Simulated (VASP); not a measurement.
OSZICAR of a VASP run on GaAs (zinc blende):

OSZICAR:
```
       N       E                     dE             d eps       ncg     rms          rms(c)
DAV:   1     0.795602189224E+02    0.79560E+02   -0.90854E+03   528   0.184E+03
DAV:   2    -0.327248354203E+01   -0.82833E+02   -0.80114E+02   575   0.317E+02
DAV:   3    -0.918175850826E+01   -0.59093E+01   -0.58827E+01   660   0.730E+01
DAV:   4    -0.928140322672E+01   -0.99645E-01   -0.99610E-01   581   0.106E+01
DAV:   5    -0.928303546983E+01   -0.16322E-02   -0.16322E-02   645   0.118E+00    0.295E+00
DAV:   6    -0.911509628819E+01    0.16794E+00   -0.27905E-01   794   0.114E+01    0.175E+00
DAV:   7    -0.908224589454E+01    0.32850E-01   -0.70764E-02   778   0.250E+00    0.539E-01
DAV:   8    -0.908035614086E+01    0.18898E-02   -0.98012E-03   595   0.139E+00    0.999E-02
DAV:   9    -0.908052421319E+01   -0.16807E-03   -0.79114E-04   640   0.404E-01    0.448E-02
DAV:  10    -0.908055272549E+01   -0.28512E-04   -0.57381E-05   732   0.827E-02    0.241E-02
DAV:  11    -0.908057373387E+01   -0.21008E-04   -0.26812E-05   585   0.597E-02    0.224E-03
DAV:  12    -0.908057377298E+01   -0.39110E-07   -0.85384E-07   430   0.167E-02
   1 F= -.90805738E+01 E0= -.90805738E+01  d E =-.908057E+01
       N       E                     dE             d eps       ncg     rms          rms(c)
DAV:   1    -0.909280557634E+01   -0.12232E-01   -0.16232E-01   675   0.834E+00    0.627E-01
DAV:   2    -0.908350555388E+01    0.93000E-02   -0.16920E-02   635   0.305E+00    0.288E-01
DAV:   3    -0.908114262226E+01    0.23629E-02   -0.30341E-03   685   0.114E+00    0.619E-02
DAV:   4    -0.908092620409E+01    0.21642E-03   -0.26775E-04   616   0.262E-01    0.213E-02
DAV:   5    -0.908089549530E+01    0.30709E-04   -0.18084E-05   665   0.636E-02    0.554E-03
DAV:   6    -0.908089451012E+01    0.98518E-06   -0.19093E-06   359   0.241E-02
   2 F= -.90808945E+01 E0= -.90808945E+01  d E =-.320737E-03
       N       E                     dE             d eps       ncg     rms          rms(c)
DAV:   1    -0.908201378861E+01   -0.11183E-02   -0.14124E-02   675   0.242E+00    0.187E-01
DAV:   2    -0.908118724219E+01    0.82655E-03   -0.15365E-03   635   0.950E-01    0.854E-02
DAV:   3    -0.908098152386E+01    0.20572E-03   -0.25416E-04   685   0.328E-01    0.191E-02
DAV:   4    -0.908096276914E+01    0.18755E-04   -0.22748E-05   609   0.735E-02    0.640E-03
DAV:   5    -0.908096025795E+01    0.25112E-05   -0.14237E-06   291   0.190E-02    0.139E-03
DAV:   6    -0.908096023499E+01    0.22963E-07   -0.29229E-07   260   0.804E-03
   3 F= -.90809602E+01 E0= -.90809602E+01  d E =-.386462E-03
```

Task: Which electronic solver shows in the log?

Result: It is blocked Davidson (ALGO = Normal, or the opening steps of other solvers). The INCAR had ALGO = Normal.

Task: Can the final energy be trusted as converged?

Result: Self-consistency was reached. It stopped with EDIFF = 1E-6, NELM = 100, NSW = 60 and EDIFFG = -0.01 after 3 ionic steps (PBEsol GGA, plane waves, VASP's PBE PAW potentials (set 64)).

The compound is GaAs in the zinc blende structure. This run relaxes it. Symmetry was kept, so distortions that lower it aren't found.
